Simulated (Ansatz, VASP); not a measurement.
**Two plane-wave programs on BeZn2TeS2**

```xyz
6
Lattice="4.7641 0.0000 0.0000 -2.3821 4.1258 0.0000 0.0000 0.0000 5.4175" Properties=species:S:1:pos:R:3 pbc="T T T"
Be    0.0000    0.0000    2.7088
Zn    0.0000    2.7506    2.7088
Zn    2.3821    1.3753    2.7088
Te    0.0000    0.0000    0.0000
S     0.0000    2.7506    0.0000
S     2.3821    1.3753    0.0000
```

Alike in both runs: functional PBE; k mesh 6 × 6 × 4; occupations gaussian, width 0.1 eV; no spin polarisation.

Ansatz relaxed the structure, and its values are those at the end. VASP's run is a single point on that final structure, the one shown.

|  | VASP | Ansatz |
| --- | --- | --- |
| version | VASP 6.6.1 | Ansatz 0.2.0 |
| potentials or method | VASP PAW PBE potentials, release 64 (Be, Zn, Te, S) | scalar-relativistic, plane waves, PAW |
| plane-wave cutoff (eV) | 520 | 420 |
| valence electrons in the cell | 44 | 54 |

```csv
,VASP,Ansatz,Ansatz less VASP
gap on the k mesh at the Fermi level (eV),none,none,-
pressure (GPa),0.0,0.1,+0.05
```

A gap of «none» marks a metal or a gap that the smearing closes. The two sets of potentials don't hold the same shells in valence.

Spin-orbit coupling is left out, which matters for the levels of Te.
